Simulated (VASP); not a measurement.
These are PBE GGA with D3 dispersion (Becke-Johnson damping), VASP's PBE PAW potentials (set 64) (plane waves; VASP) values and carry that method's errors.

Input for VASP

File KPOINTS:
```
Automatic mesh
0
Gamma
 10 10 10
0 0 0
```

**INCAR**
```
SYSTEM = MgS
PREC = Accurate; ENCUT = 520; LREAL = .FALSE.
LASPH = .TRUE.
EDIFF = 1E-7; NELM = 100; ALGO = Normal
ISMEAR = -5
GGA = PE; IVDW = 12
ISIF = 2
LWAVE = .FALSE.; LCHARG = .TRUE.; LORBIT = 11
NEDOS = 601
```

**POSCAR**
```
MgS
5.148650
  0.0000000000   0.4999999654   0.4999999654
  0.4999999654   0.0000000000   0.4999999654
  0.4999999654   0.4999999654   0.0000000000
Mg S
1 1
Cartesian
  0.0000000000   0.0000000000   0.0000000000
  0.4999999654   0.4999999654   0.4999999654
```

POTCAR, in this order: Mg S (PBE.64 set). Program: vasp_std.

Output

**OUTCAR**
```
 ion  position               nearest neighbor table
   1  0.000  0.000  0.000-   2 2.57   2 2.57   2 2.57   2 2.57   2 2.57   2 2.57
   2  0.500  0.500  0.500-   1 2.57   1 2.57   1 2.57   1 2.57   1 2.57   1 2.57
  LATTYP: Found a face centered cubic cell.
 ALAT       =     5.1486496434
 Subroutine PRICEL returns:
 Original cell was already a primitive cell.
 Subroutine GETGRP returns: Found 48 space group operations
The static configuration has the point symmetry O_h .
The dynamic configuration has the point symmetry O_h .
 Subroutine INISYM returns: Found 48 space group operations
 Subroutine IBZKPT returns following result:
 Found     47 irreducible k-points:

 Following reciprocal coordinates:
            Coordinates               Weight
  0.000000  0.000000  0.000000      1.000000
  0.100000  0.000000  0.000000      8.000000
  0.200000  0.000000  0.000000      8.000000
  0.300000  0.000000  0.000000      8.000000
  0.400000  0.000000  0.000000      8.000000
  0.500000  0.000000  0.000000      4.000000
  0.100000  0.100000  0.000000      6.000000
  0.200000  0.100000  0.000000     24.000000
  0.300000  0.100000  0.000000     24.000000
  0.400000  0.100000  0.000000     24.000000
  0.500000  0.100000  0.000000     24.000000
 -0.400000  0.100000  0.000000     24.000000
 -0.300000  0.100000  0.000000     24.000000
 -0.200000  0.100000  0.000000     24.000000
 -0.100000  0.100000  0.000000     12.000000
  0.200000  0.200000  0.000000      6.000000
  0.300000  0.200000  0.000000     24.000000
  0.400000  0.200000  0.000000     24.000000
  0.500000  0.200000  0.000000     24.000000
 -0.400000  0.200000  0.000000     24.000000
 -0.300000  0.200000  0.000000     24.000000
 -0.200000  0.200000  0.000000     12.000000
  0.300000  0.300000  0.000000      6.000000
  0.400000  0.300000  0.000000     24.000000
  0.500000  0.300000  0.000000     24.000000
 -0.400000  0.300000  0.000000     24.000000
 -0.300000  0.300000  0.000000     12.000000
  0.400000  0.400000  0.000000      6.000000
  0.500000  0.400000  0.000000     24.000000
 -0.400000  0.400000  0.000000     12.000000
  0.500000  0.500000  0.000000      3.000000
  0.300000  0.200000  0.100000     24.000000
  0.400000  0.200000  0.100000     48.000000
  0.500000  0.200000  0.100000     48.000000
 -0.400000  0.200000  0.100000     24.000000
  0.400000  0.300000  0.100000     24.000000
  0.500000  0.300000  0.100000     48.000000
 -0.400000  0.300000  0.100000     48.000000
 -0.300000  0.300000  0.100000     48.000000
 -0.200000  0.300000  0.100000     24.000000
   k-points           NKPTS =     47   k-points in BZ     NKDIM =     47   number of bands    NBANDS=      8
   number of dos      NEDOS =    601   number of ions     NIONS =      2
   total plane-waves  NPLWV =  21952
   dimension x,y,z NGX =    28 NGY =   28 NGZ =   28
   dimension x,y,z NGXF=    56 NGYF=   56 NGZF=   56
   ions per type =               1   1
   PREC   = accura    normal or accurate (medium, high low for compatibility)
   ISTART =      0    job   : 0-new  1-cont  2-samecut
   ICHARG =      2    charge: 1-file 2-atom 10-const
   ISPIN  =      1    spin polarized calculation?
   LNONCOLLINEAR =      F non collinear calculations
   LSORBIT =      F    spin-orbit coupling
   INIWAV =      1    electr: 0-lowe 1-rand  2-diag
   ENCUT  =  520.0 eV  38.22 Ry    6.18 a.u.   6.77  6.77  6.77*2*pi/ulx,y,z
   NELM   =    100;   NELMIN=  2; NELMDL= -5     # of ELM steps
   EDIFF  = 0.1E-06   stopping-criterion for ELM
   LREAL  =      F    real-space projection
   NLSPLINE    = F    spline interpolate recip. space projectors
   LMAXMIX     =    2 max onsite mixed and CHGCAR
...
```

### OSZICAR
```
       N       E                     dE             d eps       ncg     rms          rms(c)
DAV:   1     0.242387561114E+02    0.24239E+02   -0.37950E+03   768   0.821E+02
DAV:   2    -0.776274149827E+01   -0.32001E+02   -0.31480E+02  1016   0.109E+02
DAV:   3    -0.887421745012E+01   -0.11115E+01   -0.11115E+01   904   0.269E+01
DAV:   4    -0.888052872363E+01   -0.63113E-02   -0.63113E-02  1184   0.224E+00
DAV:   5    -0.888053445847E+01   -0.57348E-05   -0.57348E-05   992   0.609E-02    0.455E+00
DAV:   6    -0.852744654470E+01    0.35309E+00   -0.89102E-01   784   0.475E+00    0.360E+00
DAV:   7    -0.848696801838E+01    0.40479E-01   -0.23761E-01  1008   0.263E+00    0.236E+00
DAV:   8    -0.848723395544E+01   -0.26594E-03   -0.12501E-02   824   0.949E-01    0.896E-01
DAV:   9    -0.848707798761E+01    0.15597E-03   -0.49297E-04   960   0.186E-01    0.261E-01
DAV:  10    -0.848711518824E+01   -0.37201E-04   -0.12593E-04  1048   0.755E-02    0.137E-02
DAV:  11    -0.848711271840E+01    0.24698E-05   -0.19801E-05   928   0.233E-02    0.960E-03
DAV:  12    -0.848711272685E+01   -0.84468E-08   -0.38419E-07  1016   0.535E-03
   1 F= -.92213147E+01 E0= -.92213147E+01  d E =0.000000E+00
```

File OUTCAR:
```
------------------------ aborting loop because EDIFF is reached ----------------------------------------
 Edisp (eV)   -0.73420
  FORCE on cell =-STRESS in cart. coord.  units (eV):
  Direction    XX          YY          ZZ          XY          YZ          ZX
  --------------------------------------------------------------------------------------
  Total      -0.00005    -0.00005    -0.00005    -0.00000     0.00000    -0.00000
  in kB      -0.00226    -0.00226    -0.00226    -0.00000     0.00000    -0.00000
  external pressure =       -0.00 kB  Pullay stress =        0.00 kB
  volume of cell :       34.12
      direct lattice vectors                 reciprocal lattice vectors
     0.000000000  2.574324822  2.574324822    -0.194225684  0.194225684  0.194225684
     2.574324822  0.000000000  2.574324822     0.194225684 -0.194225684  0.194225684
     2.574324822  2.574324822  0.000000000     0.194225684  0.194225684 -0.194225684
 POSITION                                       TOTAL-FORCE (eV/Angst)
 -----------------------------------------------------------------------------------
      0.00000      0.00000      0.00000         0.000000     -0.000000      0.000000
      2.57432      2.57432      2.57432        -0.000000      0.000000     -0.000000
 -----------------------------------------------------------------------------------
    total drift:                                0.000000      0.000000      0.000000
  FREE ENERGIE OF THE ION-ELECTRON SYSTEM (eV)
  ---------------------------------------------------
  free  energy   TOTEN  =        -9.2213146771 eV

  energy  without entropy=       -9.2213146771  energy(sigma->0) =       -9.22131468

 total charge

# of ion       s       p       d       tot
------------------------------------------
    1        0.139   0.134   0.043   0.317
    2        1.314   2.520   0.000   3.833
--------------------------------------------------
tot          1.453   2.654   0.043   4.150
```
(Selected blocks of OUTCAR.)

The compound is MgS in the rock salt structure. It was relaxed first.
